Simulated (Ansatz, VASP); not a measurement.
## Cross-check of TiNb (Nb-Ti stack, (111) layers) between VASP and Ansatz

Aim: how closely do two programs agree when they are given the same cell, functional and k mesh? Of the first pair: The structure shown is the start of the Ansatz relaxation below; VASP solves that cell, so the two are compared at the walk's first step.

Main program and level: Ansatz 0.2.0; plane waves, with VASP 6.6.1 beside it; PBEsol.

**1. Starting point**

The cell holds 2 atoms: 1 Nb and 1 Ti. Cell: a = 2.923 Å, b = 2.923 Å, c = 28.573 Å, α = 90.0°, β = 90.0°, γ = 120.0°. It derives from TiNb. Vacuum lies along c. The height across the vacuum is the one that the program set for its solve, not the one typed.

**2. Ansatz: relaxation, PBEsol**

Ansatz runs on its PAW soft_1 files.

The two programs are compared at the cell with which this relaxation starts, whose forces are those of its first step.

Input file input.yaml:

```yaml
crystal:
  lattice:
    - [2.92265, 0.0, 0.0]
    - [-1.46133, 2.53109, 0.0]
    - [0.0, 0.0, 13.38634]
  atoms:
    - { symbol: Nb, position: [0.0, 0.0, 0.41086669] }
    - { symbol: Ti, position: [0.33333333, 0.66666667, 0.58913331] }
  periodic: [true, true, false]
kpoints:
  mp_grid: { grid: [12, 12, 1] }
hamiltonian:
  xc: pbesol
  pseudopotentials: { kind: paw, azcp: { folder: soft_1 }, xc_functional: pbe }
scf:
  occupations: { method: gaussian, width: 0.1 }
output:
  forces: true
  stress: true
  eigenvalues: true
relax:
  adjacent_minimum: "off"
  f_tol: 0.005
  max_steps: 80
  cell: { stress_2d_tol: 0.02 }
```

Run with:

```console
$ ansatz run input.yaml --threads 4 --pin off --max-ram 12288MiB --backend cpu --events-out ev --progress --plain --runs-dir out
```

Numbers of over 12 decimals in the logs are rounded to 6 here.

The program printed:

```text
Warning: crystal.periodic: the lattice vector that does not repeat stood 0.000° off the slab's normal, 13.386 Å along it as the deck builds it. The run solves the slab on a vector along the normal, 28.573 Å long, with every atom where it was (on the deck's vector they left 11.00 Å outside them, and the widest stretch free of ions among them is 2.39 Å). A fractional position that the run reports is one of the run's ce [...]
crystal.periodic: the lattice vector that does not repeat stood 0.000° off the slab's normal, 13.386 Å along it as the deck builds it. The run solves the slab on a vector along the normal, 28.573 Å long, with every atom where it was (on the deck's vector they left 11.00 Å outside them, and the widest stretch free of ions among them is 2.39 Å). A fractional position that the run reports is one of the run's cell, which [...]
Engine: ansatz 0.2.0, aarch64-unknown-linux-gnu
Pseudopotentials: kind: paw
Pseudopotential: Nb, paw, valence charge 13, recommended cutoff 420 eV (normal), soft_1/Nb.paw.azcp
Pseudopotential: Ti, paw, valence charge 12, recommended cutoff 420 eV (normal), soft_1/Ti.paw.azcp
Functional definition: PBEsol
  exchange = pbesol_x
  correlation = pbesol_c
Crystal: 2 atoms, lattice volume = 211.366 Å³
Basis set: ecut = 420 eV, 4091 PW (Γ), exchange–correlation on 40×40×384 points (8 copies of the dense FFT grid, shifted against one another)
Bands: 17, of which v1, the nominal top of the filled ones, is band 13 counted from 1 (12 counted from 0)
Symmetry: 6 space group operations
Space group: P3m1 (ITA 156), of the structure as read, at distance tolerance 6.0e-5 Å
k-points: 19 of 144 (time reversal used)
Non-local potential: Nb, projectors of the file, l = 0: 3, l = 1: 2, l = 2: 2, l = 3: 1
Non-local potential: Ti, projectors of the file, l = 0: 3, l = 1: 2, l = 2: 3, l = 3: 1
PAW form: soft (Blöchl's): semilocal exchange-correlation on the pseudo side does not see the compensation charge
PAW frozen core: Nb, regenerated for the run's functional, and the local potential with it (the file was generated under x = pbe(κ = 0.804, μ = 0.219515), c = pbe(β = 0.066725))
PAW frozen core: Ti, regenerated for the run's functional, and the local potential with it (the file was generated under x = pbe(κ = 0.804, μ = 0.219515), c = pbe(β = 0.066725))
PAW one-centre angular grid: Nb, 590 points (default); XC on 64 Gauss nodes
PAW one-centre angular grid: Ti, 590 points (default); XC on 64 Gauss nodes
Initial density: superposition of atomic densities (neutral atoms: chi_scale 0, normalization atom)
Initial wavefunctions: pseudopotential atomic-orbital guess
Functional: x = pbesol(κ = 0.804, μ = 0.123457), c = pbesol(β = 0.046)
SCF iter   1: F=—  HF=-6969.285074 eV  |F-HF|=—  |Δ(HF+E_count)|=         —  Δρ=4.74e-2  dr2=4.12e1  ethr=3.10e-3  ⟨swp⟩=11.7  Hψ=2665  notcnv=0
preconditioner: auto → LDOS  [metal: Δε(μ)=0.004 eV  Ē_g=3.200 eV  σ=0.100 eV  W_gap=0.02  n_scr=16 (ndim 8)  ℏωp=7.7 eV  f_vac=0.731  D(μ)=5.89/eV (n_scr^D=20)  β→1.0]
[...]
SCF iter   7: F=—  HF=-6967.196459 eV  |F-HF|=—  |Δ(HF+E_count)|=   1.01e-7  Δρ=1.12e-5  dr2=5.43e-7  ethr=1.51e-8  ⟨swp⟩=3.7  Hψ=682  notcnv=0
SCF iter   8: F=-6967.196460 eV  HF=-6967.196459 eV  |F-HF|=4.21e-8  |Δ(HF+E_count)|=   4.37e-7  Δρ=2.96e-6  dr2=3.27e-8  ethr=8.00e-10  ⟨swp⟩=13.2  Hψ=2028  notcnv=0
SCF 4 converged in 8 iterations: F = -6967.196460 eV  dr2 = 3.27e-8
relax step   4: F+E_penalty+E_count = -6967.19645951 eV  Δ(F+E_penalty+E_count) = -1.742e-2 eV  max|allowed force component| = 7.046e-3 eV/Å  Δτ_max = 0.0254 Å  P = -0.922 N/m  Ω = 191.368 Å³  energy of the carried Pulay correction = +3.603e-4 eV  fix = [c, alpha, beta]  reactions: c -0.000 N/m  (8 SCF iters, dr2 threshold 2.00e-7 eV, accepted)
[...]
relax step   5: F+E_penalty+E_count = -6967.19889552 eV  Δ(F+E_penalty+E_count) = -2.436e-3 eV  max|allowed force component| = 2.073e-2 eV/Å  Δτ_max = 0.0071 Å  P = +0.177 N/m  Ω = 188.691 Å³  energy of the carried Pulay correction = +4.113e-4 eV  fix = [c, alpha, beta]  reactions: c +0.000 N/m  (7 SCF iters, dr2 threshold 2.00e-7 eV, accepted)
[...]
relax step   6: F+E_penalty+E_count = -6967.19896876 eV  Δ(F+E_penalty+E_count) = -7.324e-5 eV  max|allowed force component| = 2.889e-3 eV/Å  Δτ_max = 0.0008 Å  P = +0.006 N/m  Ω = 188.987 Å³  energy of the carried Pulay correction = +4.056e-4 eV  fix = [c, alpha, beta]  reactions: c +0.000 N/m  (5 SCF iters, dr2 threshold 5.12e-8 eV, accepted)
[...]
relax step   7: F+E_penalty+E_count = -6967.19845173 eV  Δ(F+E_penalty+E_count) = +5.170e-4 eV  max|allowed force component| = 2.997e-3 eV/Å  Δτ_max = 0.0000 Å  P = +0.010 N/m  Ω = 188.987 Å³  fix = [c, alpha, beta]  reactions: c +0.000 N/m  stress off target by 1.04e-2 N/m on what of the cell is left free  SCF on the basis re-selected at this cell (its energy is not comparable with the rows above)  (8 SCF iters)
basis re-selected at this cell: Δ(F+E_penalty+E_count) = +5.170e-4 eV, ΔP = +0.004 N/m vs the last step (what re-selecting the basis moved, of the pressure what is left beyond the Pulay correction that the steps carried, after the strain that the cell walked since its last selection, with what the two solves' SCF thresholds leave and, on support functions, any second-order correction that the steps lacked; it is no m [...]
SCF converged after 8 iterations
Free energy (F): -6967.198452 eV
Harris-Foulkes:  -6967.198452 eV  (|F-HF|=5.73e-11)
Internal energy: -6967.186455 eV  (E = F + TS)
E sigma→0 (E₀):  -6967.192453 eV
Entropy (-TS):   -0.011996 eV (-5.998 meV/atom)
Fermi energy:    -4.654757 eV
--- Per-component energies (eV) ---
  E_band       = -732.494684
  E_kinetic    = 656.628180
  E_local      = -49850.387498  (includes V_loc(G=0)·N_el)
  E_nonlocal   = 160.935231
  E_hartree    = 24469.253404
  E_xc         = -278.826933
  E_vxc        = -343.686792  (∫ρ·V_xc dr)
  E_paw        = -4044.873684  (= ΣΔE_a)
  E_vpaw       = -294.490540  (= ΣTr[D̂ρ^β])
  E_aug_tail   = -0.000035  (compensation charges beyond the density's cutoff)
  E_ewald      = 21919.756785
  E_core_change = 0.328094  (= ΣΔE_core)
  E_smearing   = -0.011996  (= −TS)
  E_closure    = -0.000000  (closes the sum)
  Σ components = -6967.198452   (vs F -6967.198452, Δ=0.00e0)
--- Forces (eV/Å), atoms counted from 1 ---
  atom   1  Nb    -0.00000000    -0.00000000    -0.00299715
  atom   2  Ti     0.00000000     0.00000000     0.00299696
  max |Σ_I F_I| component: 1.83e-7 eV/Å
--- 2D stress c σ (N/m, compression-positive) ---
        0.010390      -0.000000      -0.000000
       -0.000000       0.010390      -0.000000
       -0.000000      -0.000000       0.000000
  P = ½ c Tr σ = 0.0104 N/m
--- Band table (eV; the first three rows and the last of 19) ---
  k-point 0: bands = [... 9 lower, -8.5379, -5.5069, -4.8904, -4.1753, -4.1753, -4.1446, -3.6661, -3.6661]
  k-point 1: bands = [... 9 lower, -8.2681, -5.4455, -4.8718, -4.4519, -4.3156, -3.9185, -3.7866, -3.5051]
  k-point 2: bands = [... 9 lower, -7.5838, -5.4412, -5.0962, -4.9708, -4.3787, -3.9661, -3.2213, -3.0376]
  k-point 18: bands = [... 9 lower, -5.9709, -5.5188, -4.8896, -4.8072, -4.5115, -4.4891, -2.6701, -1.7480]
--- Relaxed structure (6 steps of the walk, 6 accepted, 1 SCFs on fresh bases) ---
  F+E_penalty+E_count = -6967.19845173 eV   max|allowed force component| = 2.997e-3 eV/Å   (the final SCF, on the basis selected at the relaxed cell)
  cell:  # Å, volume = 188.9874 Å³
    - [2.763603, 2.7296573423108157e-6, 0]
    - [-1.381804, 2.393349, 0]
    - [0, 0, 28.572675]
  atoms:
    - { symbol: Nb, position: [-1.825865993182489e-17, 1.850371728764589e-17, 0.191814] }
    - { symbol: Ti, position: [0.333333, 0.666667, 0.276687] }
```

In the SCF lines HF is the Harris–Foulkes energy and dr2 the Hartree energy of the density residual, in eV; the loop may stop once dr2 is under the threshold and the program's other checks hold. Hψ counts applications of the Hamiltonian.

**3. VASP: single point, PBEsol, start cell, pair 1**

The same cell, functional, mesh and smearing now go to VASP, with its own data sets.

Lines of VASP's logs that name or quote its potential files are left out, and so is its time.

Input file INCAR:

```
SYSTEM = TiNb
PREC = Accurate
ENCUT = 400
EDIFF = 1E-06
NELM = 120
ISMEAR = 0
SIGMA = 0.1
LREAL = .FALSE.
ALGO = Normal
GGA = PS
NBANDS = 18
LASPH = .TRUE.
LORBIT = 11
LWAVE = .FALSE.
LCHARG = .FALSE.
ISIF = 2
LDIPOL = .TRUE.
IDIPOL = 3
DIPOL = 0.5 0.5 0.234
LVHAR = .TRUE.
GGA_COMPAT = .FALSE.
NELMDL = -8
KPAR = 2
```

Input file POSCAR:

```
TiNb
1.0
    2.9226500000      0.0000030000      0.0000000000
   -1.4613280000      2.5310880000      0.0000000000
    0.0000000000      0.0000000000     28.5726750000
Nb Ti
1 1
Direct
    0.0000000000      0.0000000000      0.1924916376
    0.3333333333      0.6666666667      0.2760098241
```

Input file KPOINTS:

```
Automatic mesh
0
Gamma
12 12 1
0 0 0
```

Potentials, in the order of the species: Nb_sv and Ti_sv (PBE family, release 64).

Run with:

```console
$ mpirun -np 2 vasp_std
```

The program printed:

```text
[banner, memory and clock lines left out]
running    2 mpi-ranks, on    1 nodes
 distrk:  each k-point on    1 cores,    2 groups
 distr:  one band on    1 cores,    1 groups

 POSCAR found type information on POSCAR NbTi
 POSCAR found :  2 types and       2 ions
|                                                                             |
|               ----> ADVICE to this user running VASP <----                  |
|                                                                             |
|     You enforced a specific xc type in the INCAR file but a different       |
|     [... a line on the potential file left out ...]
|     I HOPE YOU KNOW WHAT YOU ARE DOING!                                     |
|                                                                             |

 LDA part: xc-table for (Slater+PW92), standard interpolation
 POSCAR, INCAR and KPOINTS ok, starting setup
 FFT: planning ... GRIDC
 FFT: planning ... GRID_SOFT
 FFT: planning ... GRID
 WAVECAR not read
 entering main loop
       N       E                     dE             d eps       ncg     rms          rms(c)
DAV:   1     0.174902362317E+03    0.17490E+03   -0.12336E+04   940   0.925E+02
DAV:   2     0.604718877467E+01   -0.16886E+03   -0.16680E+03   912   0.317E+02
DAV:   3    -0.176271202178E+02   -0.23674E+02   -0.23304E+02  1288   0.854E+01
DAV:   4    -0.193241693753E+02   -0.16970E+01   -0.16802E+01   938   0.241E+01
DAV:   5    -0.194458001933E+02   -0.12163E+00   -0.12149E+00  1134   0.545E+00
DAV:   6    -0.194473515474E+02   -0.15514E-02   -0.15508E-02   940   0.764E-01
DAV:   7    -0.194474008102E+02   -0.49263E-04   -0.49254E-04  1176   0.129E-01
DAV:   8    -0.194474018189E+02   -0.10087E-05   -0.10087E-05   948   0.189E-02    0.109E+01
DAV:   9    -0.283440673428E+02   -0.88967E+01   -0.14004E+02  1028   0.556E+01    0.208E+01
DAV:  10    -0.189047396567E+02    0.94393E+01   -0.12990E+02  1014   0.342E+01    0.831E+00
DAV:  11    -0.171759172438E+02    0.17288E+01   -0.22923E+01  1000   0.297E+01    0.328E+00
DAV:  12    -0.169304777289E+02    0.24544E+00   -0.20235E+00   978   0.540E+00    0.171E+00
DAV:  13    -0.169600815747E+02   -0.29604E-01   -0.98088E-01   982   0.509E+00    0.223E+00
DAV:  14    -0.169150911395E+02    0.44990E-01   -0.15456E+00  1196   0.296E+00    0.883E-01
[...]
DAV:  22    -0.168932596380E+02   -0.12499E-03   -0.61003E-05   714   0.226E-02    0.387E-03
DAV:  23    -0.168932812197E+02   -0.21582E-04   -0.53755E-06   798   0.949E-03    0.515E-03
DAV:  24    -0.168933082340E+02   -0.27014E-04   -0.57899E-06   628   0.728E-03    0.152E-03
DAV:  25    -0.168933204947E+02   -0.12261E-04   -0.97955E-07   540   0.412E-03    0.755E-04
DAV:  26    -0.168933327438E+02   -0.12249E-04   -0.41736E-07   500   0.206E-03    0.513E-04
DAV:  27    -0.168933386068E+02   -0.58631E-05   -0.19408E-07   448   0.155E-03    0.349E-04
DAV:  28    -0.168933411773E+02   -0.25705E-05   -0.10907E-07   424   0.124E-03    0.150E-04
DAV:  29    -0.168933421215E+02   -0.94420E-06   -0.34857E-08   394   0.735E-04
   1 F= -.16893342E+02 E0= -.16887499E+02  d E =-.116869E-01
```

Parts of OUTCAR (step 3):

```text
ion  position               nearest neighbor table
   1  0.000  0.000  0.192-   2 2.92   2 2.92   2 2.92
   2  0.333  0.667  0.276-   1 2.92   1 2.92   1 2.92

  LATTYP: Found a hexagonal cell.
 ALAT       =     2.9226500000
 C/A-ratio  =     9.7762903529

 Subroutine GETGRP returns: Found  6 space group operations
 (whereof  6 operations were pure point group operations)

The static configuration has the point symmetry C_3v.

 Found     19 irreducible k-points:

   k-points           NKPTS =     19   k-points in BZ     NKDIM =     19   number of bands    NBANDS=     18

   dimension x,y,z NGX =    20 NGY =   20 NGZ =  192
   dimension x,y,z NGXF=    40 NGYF=   40 NGZF=  384

   ENCUT  =  400.0 eV  29.40 Ry    5.42 a.u.   4.77  4.77 46.59*2*pi/ulx,y,z

   NELECT =      25.0000    total number of electrons

 k-points in reciprocal lattice and weights: Automatic mesh
   0.00000000  0.00000000  0.00000000       0.007
   0.08333333  0.00000000  0.00000000       0.042
   0.16666667  0.00000000  0.00000000       0.042
   0.25000000  0.00000000  0.00000000       0.042
   0.33333333 -0.00000000  0.00000000       0.042
   0.41666667  0.00000000  0.00000000       0.042
   0.50000000  0.00000000  0.00000000       0.021
   0.08333333  0.08333333  0.00000000       0.042
   0.16666667  0.08333333  0.00000000       0.083
[...]
0.33333333  0.25000000  0.00000000       0.083
   0.33333333  0.33333333  0.00000000       0.014

 dipolmoment           0.000000      0.000000     -0.016741 electrons x Angstroem

 average (electrostatic) potential at core
       1 -90.2545       2 -82.7561

 E-fermi :  -2.0430

 k-point     1 :       0.0000    0.0000    0.0000
  band No.  band energies     occupation
    ...
      8     -32.1654      2.00000
      9      -7.2239      2.00000
     10      -5.6799      2.00000
     11      -2.5469      2.00000
     12      -2.0349      0.90983
     13      -1.6322      0.00000
     14      -1.6322      0.00000
     15      -1.3797      0.00000
     16      -1.2467      0.00000
     17      -1.2467      0.00000
    ...

 k-point     2 :       0.0833    0.0000    0.0000
  band No.  band energies     occupation
    ...
      8     -32.1827      2.00000
      9      -7.0043      2.00000
     10      -5.4601      2.00000
     11      -2.5430      2.00000
     12      -2.0715      1.31382
     13      -1.7729      0.00013
     14      -1.6053      0.00000
     15      -1.4343      0.00000
     16      -1.2858      0.00000
     17      -1.1226      0.00000
    ...

 k-point     3 :       0.1667    0.0000    0.0000
  band No.  band energies     occupation
    ...
      9      -6.4101      2.00000
     10      -4.8774      2.00000
     11      -2.6924      2.00000
     12      -2.3831      2.00000
     13      -2.1735      1.93507
     14      -1.6131      0.00000
     15      -1.3318      0.00000
     16      -0.9284      0.00000
     17      -0.7652      0.00000
     18       0.1637      0.00000

  Total       -3.8720150     -3.8720161     -1.3607112      0.0000006      0.0000000      0.0000000
  in kB      -29.3502906    -29.3502988    -10.3143376      0.0000047      0.0000000      0.0000000
  external PRESSURE =     -23.0049756 kB  Pullay stress =       0.0000000 kB

  energy-cutoff  :      400.00
  volume of cell :      211.37
      direct lattice vectors                 reciprocal lattice vectors
     2.922650000  0.000003000  0.000000000     0.342155033  0.197543795  0.000000000
    -1.461328000  2.531088000  0.000000000    -0.000000406  0.395086780  0.000000000
     0.000000000  0.000000000 28.572675000     0.000000000  0.000000000  0.034998473

 POSITION                                       TOTAL-FORCE (eV/Angst)
 -----------------------------------------------------------------------------------
      0.00000      0.00000      5.50000        -0.000000      0.000000      0.498034
     -0.00000      1.68739      7.88634         0.000000      0.000000     -0.498034
 -----------------------------------------------------------------------------------
    total drift:                                0.000000      0.000000      0.000382

  FREE ENERGIE OF THE ION-ELECTRON SYSTEM (eV)
  ---------------------------------------------------
  free  energy   TOTEN  =       -16.8933421215 eV

  energy  without entropy=      -16.8816552028  energy(sigma->0) =      -16.88749866

 vacuum level on the upper side and lower side of the slab         2.318         2.728

 total charge
# of ion       s       p       d       tot
------------------------------------------
    1        2.229   5.959   2.472  10.660
    2        2.244   6.072   1.887  10.203
--------------------------------------------------
tot          4.473  12.031   4.359  20.862

[... 3 further parts left out ...]
```

The run ends at a pressure of -2.30 GPa, with forces up to 0.50 eV/Å.

**4. Side by side**

Known differences besides the potentials themselves: Ansatz cuts the interaction across the vacuum, VASP repeats the sheet with a dipole correction (LDIPOL); the cutoff is 420 eV in Ansatz and 400 eV in VASP; Ansatz makes its cores anew for this functional, VASP keeps those of its PBE data sets. Total energies have different zeros and are not compared.

Forces (eV/Å; atoms numbered as in POSCAR):

| atom | Ansatz x, y, z | VASP x, y, z |
| --- | --- | --- |
| Nb1 | 0.000, 0.000, 0.490 | 0.000, 0.000, 0.498 |
| Ti2 | 0.000, 0.000, -0.490 | 0.000, 0.000, -0.498 |

The forces differ by 4.5 meV/Å r.m.s., which is 1.6 % of the r.m.s. force of 0.288 eV/Å (both taken over all components). Where the cell holds vacuum, a pressure given here is an average over it and none of the material.

**5. Ansatz: relaxation, PBEsol**

This run makes the geometry at which the two programs are then compared.

The structure compared here is the end of the Ansatz relaxation.

This is the run of step 2 again, met here at its other cell.

[end of part 1 of 2]

[Lines on the potential files, build, host, timing and source positions are cut from VASP's logs without a mark.]

[Logs are printed without paths, hosts, clocks, repeated set-up lines and the standing remarks that a program may print on its own settings, such as how far it seeks lower states.]

[Hosts, paths, dates, database ids (printed as entryN), source tags and the programs' standing remarks are cut or masked in the printed files.]
